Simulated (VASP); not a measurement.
Computed with r2SCAN meta-GGA, VASP's PBE PAW potentials (set 64) (plane waves; VASP).

A VASP calculation is set up with these files.

**POSCAR**
```
MgSe
1
    0.0000000000     2.6767729671     2.6767729671
    2.6767729671     0.0000000000     2.6767729671
    2.6767729671     2.6767729671     0.0000000000
Mg Se
1 1
Direct
  0.0000000000   1.0000000000   0.0000000000
  0.5000000000   0.5000000000   0.5000000000
```

KPOINTS:
```
kpoints
0
gamma
8 8 8
```

INCAR:
```
NELM = 100
LMAXMIX = 4   # l cut-off of mixed one-centre charges
EDIFF = 1E-7   # SCF stop (eV)
SIGMA = 0.05   # width (eV)
LREAL = F   # projection in real space or not
LASPH = T   # aspherical one-centre terms
ENCUT = 520   # plane-wave cut-off (eV)
PREC = Accurate
LCHARG = F
ALGO = Normal   # blocked Davidson
LMIXTAU = T
LWAVE = F
METAGGA = R2SCAN
ISIF = 2   # forces and stress, cell fixed
ISMEAR = 0   # Gaussian
SYSTEM = MgSe
```

POTCAR, in this order: Mg Se (PBE.64 set). Program: vasp_std.

Question: What does the run give for the energy per atom (σ→0), pressure, band gap (on the k-mesh)?

Answer: 
| Item | Value |
|---|---|
| energy per atom (σ→0) | -10.673 eV/atom |
| band gap (on the k-mesh) | 2.55 eV |
| pressure | 4.68 GPa |

OSZICAR:
```
...
DAV:  15    -0.213462072994E+02   -0.18476E-04   -0.29943E-05   480   0.847E-02    0.104E-02
DAV:  16    -0.213462127564E+02   -0.54571E-05   -0.50727E-05   488   0.708E-02    0.167E-02
DAV:  17    -0.213462257528E+02   -0.12996E-04   -0.70789E-06   464   0.346E-02    0.715E-03
DAV:  18    -0.213462227814E+02    0.29714E-05   -0.96385E-07   480   0.156E-02    0.344E-03
DAV:  19    -0.213462246083E+02   -0.18268E-05   -0.38497E-07   568   0.583E-03    0.166E-03
DAV:  20    -0.213462242006E+02    0.40765E-06   -0.36317E-08   328   0.305E-03    0.102E-03
DAV:  21    -0.213462241582E+02    0.42371E-07   -0.47948E-08   248   0.259E-03
   1 F= -.21346224E+02 E0= -.21346224E+02  d E =-.541898E-11
```

The compound is MgSe in the rock salt structure. This cell is one point of a volume scan, at 0.94 of the reference volume.
